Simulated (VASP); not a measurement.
An input for Quantum ESPRESSO's pw.x (written as the equivalent of a VASP run, and not itself run):

```
&CONTROL
  calculation = 'vc-relax'
  pseudo_dir = './pseudo'
  outdir = './out'
  tprnfor = .true.
  tstress = .true.
  nstep = 30
  forc_conv_thr = 0.00039
/
&SYSTEM
  ibrav = 0
  nat = 6
  ntyp = 2
  ecutwfc = 80
  occupations = 'smearing'
  smearing = 'gaussian'
  degauss = 0.003675
  input_dft = 'pz'
/
&ELECTRONS
  conv_thr = 7.3e-09
  electron_maxstep = 100
/
&IONS
/
&CELL
  cell_dofree = 'shape'
/
ATOMIC_SPECIES
  Mo 95.950 Mo.upf
  S 32.060 S.upf
CELL_PARAMETERS angstrom
     1.5460742   -2.6778788    0.0000000
     1.5460742    2.6778788    0.0000000
     0.0000000    0.0000000   11.9471196
ATOMIC_POSITIONS crystal
  Mo   0.3333330  0.6666670  0.2500000
  Mo   0.6666670  0.3333330  0.7500000
  S    0.3333330  0.6666670  0.8787595
  S    0.6666670  0.3333330  0.3787595
  S    0.6666670  0.3333330  0.1212405
  S    0.3333330  0.6666670  0.6212405
K_POINTS automatic
  10 10 3 0 0 0
```

Task: Write the VASP files for the same calculation (LDA).

Result: One answer among several that fit: 
INCAR:
```
ISIF = 4   # ions and shape, fixed volume
PREC = Accurate
ISMEAR = 0   # Gaussian
LASPH = .TRUE.   # aspherical one-centre terms
LWAVE = .FALSE.
LREAL = .FALSE.   # projection in real space or not
NELM = 100   # most electronic steps
SIGMA = 0.05   # width (eV)
EDIFF = 1E-7
SYSTEM = MoS2
EDIFFG = -0.01
ALGO = Normal   # blocked Davidson
NSW = 30   # most ionic steps
LCHARG = .FALSE.
LMAXMIX = 4
IBRION = 2   # conjugate gradients
ENCUT = 520   # plane-wave cut-off (eV)
```

POSCAR:
```
MoS2
1
    1.5460742241    -2.6778788448     0.0000000000
    1.5460742241     2.6778788448     0.0000000000
    0.0000000000     0.0000000000    11.9471195700
Mo S
2 4
Direct
  0.3333330000   0.6666670000   0.2500000000
  0.6666670000   0.3333330000   0.7500000000
  0.3333330000   0.6666670000   0.8787595408
  0.6666670000   0.3333330000   0.3787595408
  0.6666670000   0.3333330000   0.1212404592
  0.3333330000   0.6666670000   0.6212404592
```

### KPOINTS
```
Automatic mesh
0
Gamma
10 10 3
0 0 0
```

POTCAR, in this order: Mo_sv S (LDA.64 set). Program: vasp_std.

The two are equivalent in intent, not identical: the potentials are each code's own (VASP's PAW set, PseudoDojo norm-conserving files in pw.x), so ENCUT and ecutwfc are chosen apart and not converted; conv_thr bounds pw.x's estimated SCF error, while EDIFF bounds the energy change between steps; forc_conv_thr acts on force components and is met together with etot_conv_thr.

The compound is MoS2 in the 2H layered structure. This cell is one point of a volume scan, at 0.97 of the reference volume. Symmetry was kept, so distortions that lower it aren't found.
